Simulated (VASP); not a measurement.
Input:

```
CELL_PARAMETERS angstrom
      0.00000     2.98985     2.98985
      2.98985     0.00000     2.98985
      2.98985     2.98985     0.00000
ATOMIC_POSITIONS crystal
  Pb 0.00000 0.00000 0.00000
  F  0.25000 0.25000 0.25000
  F  0.75000 0.75000 0.75000
```

Level of theory: PBE GGA with D3 dispersion (zero damping), VASP's PBE PAW potentials (set 64) (plane waves; VASP 6.6.1). Run with 520 eV cut-off, Gaussian smearing of 0.050 eV, potentials Pb_d F.

Unless said otherwise, spin-orbit coupling is left out, though it shifts the bands of the heavy elements here.

Task: What does the run give for the band gap (along the path) with the smallest direct gap where there is one?

Result: 
```yaml
band gap (along the path): 4.42 eV
smallest direct gap (along the path): 4.56 eV
```

Only differences to runs with the same potentials and settings are physical.

The compound is PbF2 in the fluorite structure, the β form. It was relaxed first.
